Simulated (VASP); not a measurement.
Calculation: PBE GGA with D3 dispersion (Becke-Johnson damping), VASP's PBE PAW potentials (set 64) (plane waves; VASP). For the first row: Numerical set-up: 520 eV cut-off, 13×13×10 Γ-centred mesh, first-order Methfessel-Paxton smearing of 0.10 eV, potentials Fe Pt.

```csv
system,energy (eV/atom)
FePt (L1_0),-7.9413
Fe (bcc),-8.6074
Pt (fcc),-6.8597
```

The references are the elements' solids at the same level; no temperature or zero-point terms are added.  Spin-orbit coupling is left out, which shifts such energies by up to tenths of an eV for the heavy elements here.

Q: What is the formation energy per atom of FePt?

A: The references average (1×(-8.6074) + 1×(-6.8597))/2 = -7.7336 eV, so the formation energy is -7.9413 − (-7.7336) = -0.208 eV/atom.
